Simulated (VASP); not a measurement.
The input files of a VASP run:

INCAR:
```
SYSTEM = C
PREC = Accurate
ENCUT = 520
EDIFF = 1E-6
NELM = 100
ALGO = Normal
LREAL = .FALSE.
LASPH = .TRUE.
ISMEAR = 0
SIGMA = 0.05
GGA = RP
LWAVE = .FALSE.
LCHARG = .FALSE.
IBRION = 2
ISIF = 3
NSW = 60
EDIFFG = -0.01
```

### POSCAR
```
C
1.0
  0.0000000000   1.7835000000   1.7835000000
  1.7835000000   0.0000000000   1.7835000000
  1.7835000000   1.7835000000   0.0000000000
C
2
Cart
  0.0000000000   0.0000000000   0.0000000000
  0.8917500000   0.8917500000   0.8917500000
```

File KPOINTS:
```
K-points
0
gamma
11 11 11
0 0 0
```

POTCAR, in this order: C (PBE.64 set). Program: vasp_std.

Question: Write an equivalent input for Quantum ESPRESSO's pw.x.

Answer: One equivalent input (not run):
```
&CONTROL
  calculation = 'vc-relax'
  pseudo_dir = './pseudo'
  outdir = './out'
  tprnfor = .true.
  tstress = .true.
  nstep = 60
  forc_conv_thr = 0.00039
/
&SYSTEM
  ibrav = 0
  nat = 2
  ntyp = 1
  ecutwfc = 82
  occupations = 'smearing'
  smearing = 'gaussian'
  degauss = 0.003675
  input_dft = 'rpbe'
/
&ELECTRONS
  conv_thr = 7.3e-08
  electron_maxstep = 100
/
&IONS
/
&CELL
/
ATOMIC_SPECIES
  C 12.011 C.upf
CELL_PARAMETERS angstrom
     0.0000000    1.7835000    1.7835000
     1.7835000    0.0000000    1.7835000
     1.7835000    1.7835000    0.0000000
ATOMIC_POSITIONS crystal
  C    0.0000000  0.0000000  0.0000000
  C    0.2500000  0.2500000  0.2500000
K_POINTS automatic
  11 11 11 0 0 0
```
What does not carry over: the potentials are each code's own (VASP's PAW set, PseudoDojo norm-conserving files in pw.x), so ENCUT and ecutwfc are chosen apart and not converted; conv_thr bounds pw.x's estimated SCF error, while EDIFF bounds the energy change between steps; forc_conv_thr acts on force components and is met together with etot_conv_thr.

The compound is C in the diamond structure. This run relaxes it. Symmetry was kept, so distortions that lower it aren't found.
